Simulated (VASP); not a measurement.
Level of theory: PBE GGA with D3 dispersion (zero damping), VASP's PBE PAW potentials (set 64) (plane waves; VASP 6.6.1).

VASP ran on this input.

### POSCAR
```
ZnO
1
    1.6524554352    -2.8621372223     0.0000000000
    1.6524554352     2.8621372223     0.0000000000
    0.0000000000     0.0000000000     5.3335375197
Zn O
2 2
Direct
  0.6666670000   0.3333330000   0.5012130862
  0.3333330000   0.6666670000   0.0012130862
  0.6666670000   0.3333330000   0.8807869138
  0.3333330000   0.6666670000   0.3807869138
```

**INCAR**
```
! general
SYSTEM  = ZnO
PREC    = Accurate
ENCUT   = 520
LREAL   = .False.
LASPH   = .True.

! electronic loop
EDIFF   = 1E-7
NELM    = 100
ALGO    = Normal
LMAXMIX = 4

! smearing
ISMEAR  = 0
SIGMA   = 0.05

! functional
GGA     = PE
IVDW    = 11

! ions
IBRION  = 2
NSW     = 30
ISIF    = 4
EDIFFG  = -0.01

! output
LWAVE   = .False.
LCHARG  = .False.
```

**KPOINTS**
```
kpoints
0
G
8 8 4
```

POTCAR, in this order: Zn O (PBE.64 set). Program: vasp_std.

**Question.** What does the run give for the energy per atom (σ→0), dispersion energy?

**Answer.** 
```yaml
energy per atom (σ→0): -4.664 eV/atom
dispersion_energy: -0.801 eV
```

### OSZICAR
```
...
   1 F= -.18657607E+02 E0= -.18657607E+02  d E =-.186576E+02
       N       E                     dE             d eps       ncg     rms          rms(c)
DAV:   1    -0.178571070066E+02   -0.33139E-04   -0.78204E-03  1320   0.722E-01    0.451E-02
DAV:   2    -0.178571079590E+02   -0.95239E-06   -0.28529E-04  1554   0.199E-01    0.263E-02
DAV:   3    -0.178570939735E+02    0.13986E-04   -0.11422E-05  1892   0.608E-02    0.649E-03
DAV:   4    -0.178570937206E+02    0.25288E-06   -0.54264E-06  1450   0.234E-02    0.167E-03
DAV:   5    -0.178570937567E+02   -0.36100E-07   -0.71972E-07  1326   0.102E-02
   2 F= -.18657625E+02 E0= -.18657625E+02  d E =-.187421E-04
```

The compound is ZnO in the wurtzite structure. This cell is one point of a volume scan, at 1.03 of the reference volume. Symmetry was kept, so distortions that lower it aren't found.
